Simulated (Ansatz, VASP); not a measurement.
# Y2CO2 in two plane-wave programs, part 2 of 2

Aim: how closely do two programs agree when they are given the same cell, functional and k mesh? Of the first pair: The structure shown is the start of the Ansatz relaxation below; VASP solves that cell, so the two are compared at the walk's first step.

VASP 6.6.1 and Ansatz 0.2.0.

So far. Step 3 (VASP: single point, PBEsol, start cell, pair 1): The run ends at a pressure of 1.02 GPa, with forces up to 5.4 eV/Å.

### 4. Comparison

Known differences besides the potentials themselves: Ansatz cuts the interaction across the vacuum, VASP repeats the sheet with a dipole correction; Ansatz makes its cores anew for this functional, VASP keeps those of its PBE data sets; Ansatz takes its cutoff from its data sets, VASP runs at 520 eV. Total energies have different zeros and are not compared.

Forces (eV/Å; atoms numbered as in POSCAR):

| atom | Ansatz x, y, z | VASP x, y, z |
| --- | --- | --- |
| C1 | 0.000, 0.000, 0.000 | 0.000, 0.000, 0.000 |
| Y2 | 0.000, 0.000, 5.392 | 0.000, 0.000, 5.383 |
| Y3 | 0.000, 0.000, -5.392 | 0.000, 0.000, -5.383 |
| O4 | 0.000, 0.000, -1.935 | 0.000, 0.000, -1.931 |
| O5 | 0.000, 0.000, 1.935 | 0.000, 0.000, 1.931 |

The forces differ by 3.7 meV/Å r.m.s., which is 0.2 % of the r.m.s. force of 2.088 eV/Å (both taken over all components). With vacuum in the cell, a pressure given here is an average over mostly empty space and none of the material.

### 5. Ansatz: relaxation, PBEsol

The two programs are compared at the cell with which this relaxation starts, whose forces are those of its first step.

The structure compared here is the start of the Ansatz relaxation; VASP solves that cell, so the two are compared at the walk's first step.

Contents of input.yaml:

```yaml
crystal:
  lattice:
    - [3.4981312542, 0.0, 0.0]
    - [-1.7490656271, 3.0294705319, 0.0]
    - [0.0, 0.0, 32.6]
  atoms:
    - { symbol: C, position: [0.0, 0.0, 0.3067484663] }
    - { symbol: "Y", position: [0.3333333333, 0.6666666667, 0.3599181851] }
    - { symbol: "Y", position: [0.6666666667, 0.3333333333, 0.2535787474] }
    - { symbol: O, position: [0.6666666667, 0.3333333333, 0.3827082058] }
    - { symbol: O, position: [0.3333333333, 0.6666666667, 0.2307887267] }
  periodic: [true, true, false]
kpoints:
  mp_grid: { grid: [12, 12, 1] }
hamiltonian:
  xc: pbesol
scf:
  occupations: { method: gaussian, width: 0.1 }
output:
  forces: true
  stress: true
  eigenvalues: true
  write_density: true
  write_potential: true
  elf: true
  volumetric_format: npy
relax:
  adjacent_minimum: "off"
  f_tol: 0.005
  max_steps: 80
  cell: { stress_2d_tol: 0.02 }
```

Command:

```sh
ansatz run input.yaml --threads 8 --pin off --max-ram 14336MiB --backend cpu --events-out ev --progress --plain --runs-dir out
```

Numbers of over 12 decimals in the logs are rounded to 6 here.

The log of the run:

```text
[...]
cell:  # Å, volume = 356.2007 Å³
    - [3.493284, 0.0, 0]
    - [-1.746642, 3.025273, 0]
    - [0, 0, 33.705150]
  atoms:
    - { symbol: C, position: [0, 0, 0.296691] }
    - { symbol: Y, position: [0.333333, 0.666667, 0.348459] }
    - { symbol: Y, position: [0.666667, 0.333333, 0.244922] }
    - { symbol: O, position: [0.666667, 0.333333, 0.370551] }
    - { symbol: O, position: [0.333333, 0.666667, 0.222830] }
[key lines of the parts left out:]
SCF converged after 7 iterations
Free energy (F): -8962.039556 eV
Fermi energy:    -5.781295 eV
P = ½ c Tr σ = -0.0144 N/m
```

### 6. VASP: single point, PBEsol, start cell, pair 2

The same cell, functional, mesh and smearing now go to VASP, with its own data sets.

Contents of INCAR:

```
SYSTEM = Y2CO2
PREC = Accurate
ENCUT = 520
EDIFF = 1E-06
NELM = 120
ISMEAR = 0
SIGMA = 0.1
LREAL = .FALSE.
ALGO = Normal
GGA = PS
NBANDS = 25
LASPH = .TRUE.
LORBIT = 11
LWAVE = .FALSE.
LCHARG = .FALSE.
ISIF = 2
LDIPOL = .TRUE.
IDIPOL = 3
DIPOL = 0.5 0.5 0.297
LVHAR = .TRUE.
GGA_COMPAT = .FALSE.
NELMDL = -8
KPAR = 2
```

Contents of POSCAR:

```
Y2CO2
1.0
    3.4981310000      0.0000000000      0.0000000000
   -1.7490660000      3.0294710000      0.0000000000
    0.0000000000      0.0000000000     33.7051500000
C Y O
1 2 2
Direct
    0.0000000000      0.0000000000      0.2966905651
    0.3333333736      0.6666665566      0.3481169198
    0.6666669123      0.3333334434      0.2452642104
    0.6666669123      0.3333334434      0.3701596937
    0.3333333736      0.6666665566      0.2232214365
```

Contents of KPOINTS:

```
Automatic mesh
0
Gamma
12 12 1
0 0 0
```

Potentials, in the order of the species: C, Y_sv and O (PBE family, release 64).

Command:

```sh
mpirun -np 2 vasp_std
```

The log of the run:

```text
[banner, memory and clock lines left out]
running    2 mpi-ranks, on    1 nodes
[...]
[... a notice as in an earlier step ...]

 LDA part: xc-table for (Slater+PW92), standard interpolation
 POSCAR, INCAR and KPOINTS ok, starting setup
[...]
entering main loop
       N       E                     dE             d eps       ncg     rms          rms(c)
DAV:   1     0.293124473483E+03    0.29312E+03   -0.17167E+04  1174   0.119E+03
DAV:   2    -0.141663181665E+01   -0.29454E+03   -0.28828E+03  1354   0.292E+02
DAV:   3    -0.462700672336E+02   -0.44853E+02   -0.44476E+02  1302   0.988E+01
DAV:   4    -0.489765830283E+02   -0.27065E+01   -0.26994E+01  1579   0.241E+01
[...]
DAV:  27    -0.423614349043E+02   -0.16169E-05   -0.54470E-08   909   0.899E-04    0.301E-04
DAV:  28    -0.423614360230E+02   -0.11187E-05   -0.15377E-08   834   0.478E-04    0.142E-04
DAV:  29    -0.423614363222E+02   -0.29922E-06   -0.33905E-09   725   0.274E-04
   1 F= -.42361436E+02 E0= -.42349525E+02  d E =-.238223E-01
```

From OUTCAR (step 6):

```text
  Total       -0.1354968     -0.1354968      0.0703731      0.0000000      0.0000000     -0.0000000
  in kB       -0.6077717     -0.6077719      0.3156590      0.0000001      0.0000000     -0.0000000
  external PRESSURE =      -0.2999615 kB  Pullay stress =       0.0000000 kB

 POSITION                                       TOTAL-FORCE (eV/Angst)
 -----------------------------------------------------------------------------------
      0.00000      0.00000     10.00000         0.000000      0.000000     -0.000000
      0.00000      2.01965     11.73333        -0.000000     -0.000000      0.028349
      1.74907      1.00982      8.26667        -0.000000      0.000000     -0.028349
      1.74907      1.00982     12.47629         0.000000     -0.000000      0.005300
      0.00000      2.01965      7.52371        -0.000000      0.000000     -0.005300
 -----------------------------------------------------------------------------------
    total drift:                               -0.001693      0.000000      0.000051

  FREE ENERGIE OF THE ION-ELECTRON SYSTEM (eV)
  ---------------------------------------------------
  free  energy   TOTEN  =       -42.3614363222 eV

  energy  without entropy=      -42.3376139881  energy(sigma->0) =      -42.34952516

[... 3 further parts left out ...]
[key lines of the parts left out:]
E-fermi :  -4.0180
```

The run ends at a pressure of -0.03 GPa, with forces up to 0.028 eV/Å.

### 7. Side by side

What differs besides the data sets and the points named for the pairs above, as far as they apply: the cutoff is 420 eV in Ansatz and 520 eV in VASP. Total energies have different zeros and are not compared.

At this near-relaxed geometry the largest component of a force difference is 9 meV/Å. With vacuum in the cell, a pressure given here is an average over mostly empty space and none of the material.

### 8. Ansatz: relaxation, PBEsol

This run makes the geometry at which the two programs are then compared.

The structure compared here is the end of the Ansatz relaxation.

input.yaml, the sections that differ from step 5:

```yaml
crystal:
  lattice:
    - [3.493284186, 0.0, 0.0]
    - [-1.746642093, 3.0252728477, 0.0]
    - [0.0, 0.0, 33.7051500373]
  atoms:
    - { symbol: C, position: [0.0, 0.0, 0.2966905648] }
    - { symbol: "Y", position: [0.3333333333, 0.6666666667, 0.3484590507] }
    - { symbol: "Y", position: [0.6666666667, 0.3333333333, 0.2449220788] }
    - { symbol: O, position: [0.6666666667, 0.3333333333, 0.3705512843] }
    - { symbol: O, position: [0.3333333333, 0.6666666667, 0.2228298453] }
  periodic: [true, true, false]
scf:
  occupations: { method: methfessel_paxton, width: 0.15 }
relax:
  adjacent_minimum: "off"
  f_tol: 0.001
  max_steps: 60
  cell: { stress_2d_tol: 0.002 }
# kpoints, hamiltonian, output: as in step 5
```

Command:

```sh
ansatz run input.yaml --threads 8 --pin off --max-ram 14336MiB --backend cpu --events-out ev --progress --plain --runs-dir out
```

The log of the run:

```text
[...]
Crystal: 5 atoms, lattice volume = 356.201 Å³
Basis set: ecut = 420 eV, 6923 PW (Γ), exchange–correlation on 48×48×480 points (8 copies of the dense FFT grid, shifted against one another)
Bands: 24, of which v1, the nominal top of the filled ones, is band 19 counted from 1 (18 counted from 0)
Symmetry: 12 space group operations
[...]
k-points: 19 of 144
[...]
cell:  # Å, volume = 355.9051 Å³
    - [3.491835, 0.0, 0]
    - [-1.745917, 3.024017, 0]
    - [0, 0, 33.7051500373]
  atoms:
    - { symbol: C, position: [0, 0, 0.29669056478] }
    - { symbol: Y, position: [0.333333, 0.666667, 0.348550] }
    - { symbol: Y, position: [0.666667, 0.333333, 0.244831] }
    - { symbol: O, position: [0.666667, 0.333333, 0.370664] }
    - { symbol: O, position: [0.333333, 0.666667, 0.222717] }
[key lines of the parts left out:]
SCF converged after 11 iterations
Free energy (F): -8962.029681 eV
Fermi energy:    -5.790381 eV
P = ½ c Tr σ = -0.0006 N/m
```

### 9. VASP: single point, PBEsol, relaxed cell, pair 3

The same cell, functional, mesh and smearing now go to VASP, with its own data sets.

Changes to INCAR since step 6:

```diff
@@ -5,4 +5,4 @@
 NELM = 120
-ISMEAR = 0
-SIGMA = 0.1
+ISMEAR = 1
+SIGMA = 0.15
 LREAL = .FALSE.
```

Contents of POSCAR:

```
Y2CO2
1.0
    3.4918345012      0.0000000000      0.0000000000
   -1.7459172506      3.0240173839      0.0000000000
    0.0000000000      0.0000000000     33.7051500373
C Y O
1 2 2
Direct
    0.0000000000      0.0000000000      0.2966905648
    0.3333333333      0.6666666667      0.3485498380
    0.6666666667      0.3333333333      0.2448312916
    0.6666666667      0.3333333333      0.3706638186
    0.3333333333      0.6666666667      0.2227173110
```

KPOINTS is that of step 6.

Command:

```sh
mpirun -np 2 vasp_std
```

The log of the run:

```text
[... set-up lines as in an earlier step ...]
 entering main loop
       N       E                     dE             d eps       ncg     rms          rms(c)
DAV:   1     0.288407023658E+03    0.28841E+03   -0.17506E+04  1198   0.120E+03
DAV:   2    -0.353520207479E+01   -0.29194E+03   -0.28563E+03  1314   0.290E+02
DAV:   3    -0.466480182243E+02   -0.43113E+02   -0.42729E+02  1354   0.970E+01
DAV:   4    -0.489861162101E+02   -0.23381E+01   -0.23329E+01  1542   0.225E+01
[...]
DAV:  27    -0.423518531467E+02   -0.16401E-05   -0.45825E-08   895   0.804E-04    0.258E-04
DAV:  28    -0.423518542255E+02   -0.10788E-05   -0.12901E-08   820   0.461E-04    0.180E-04
DAV:  29    -0.423518544935E+02   -0.26801E-06   -0.28623E-09   691   0.256E-04
   1 F= -.42351854E+02 E0= -.42350355E+02  d E =-.449739E-02
```

OUTCAR, selected parts (step 9):

```text
  Total        0.0039636      0.0039636     -0.0634323      0.0000000      0.0000000     -0.0000000
  in kB        0.0178430      0.0178430     -0.2855530      0.0000000      0.0000000     -0.0000000
  external PRESSURE =      -0.0832890 kB  Pullay stress =       0.0000000 kB

 POSITION                                       TOTAL-FORCE (eV/Angst)
 -----------------------------------------------------------------------------------
      0.00000      0.00000     10.00000        -0.000000      0.000000     -0.000000
     -0.00000      2.01601     11.74792        -0.000000      0.000000     -0.008849
      1.74592      1.00801      8.25208         0.000000     -0.000000      0.008849
      1.74592      1.00801     12.49328         0.000000      0.000000      0.003713
     -0.00000      2.01601      7.50672         0.000000      0.000000     -0.003713
 -----------------------------------------------------------------------------------
    total drift:                               -0.000000      0.000000      0.000006

  FREE ENERGIE OF THE ION-ELECTRON SYSTEM (eV)
  ---------------------------------------------------
  free  energy   TOTEN  =       -42.3518544935 eV

  energy  without entropy=      -42.3473571022  energy(sigma->0) =      -42.35035536

[... 1 part as in an earlier step ...]

[... 2 further parts left out ...]
[key lines of the parts left out:]
E-fermi :  -4.0246
```

The run ends at a pressure of -0.01 GPa, with forces up to 0.0088 eV/Å.

### 10. Comparison

At this near-relaxed geometry the largest component of a force difference is 9 meV/Å. With vacuum in the cell, a pressure given here is an average over mostly empty space and none of the material.

### 11. What came out

| Item | Value |
| --- | --- |
| r.m.s. force difference (single point, PBEsol, start cell, pair 1) | 0.18 % of the r.m.s. force |
| r.m.s. force difference (single point, PBEsol, start cell, pair 2) | 3.5 meV/Å |
| r.m.s. force difference (single point, PBEsol, relaxed cell, pair 3) | 3.5 meV/Å |

**Reading.** The r.m.s. force difference is 3.5 meV/Å (single point, PBEsol, relaxed cell, pair 3), within the 12 meV/Å picked in this series as the mark of a large difference. 2 further runs of this series are not shown here. Such differences can come from data sets, numerical settings and the points named under the comparisons, not from the functional's error against experiment.

[Lines on the potential files, build, host, timing and source positions are cut from VASP's logs without a mark.]

[Logs are printed without paths, hosts, clocks, repeated set-up lines and the standing remarks that a program may print on its own settings, such as how far it seeks lower states.]

[Hosts, paths, dates, database ids (printed as entryN), source tags and the programs' standing remarks are cut or masked in the printed files.]
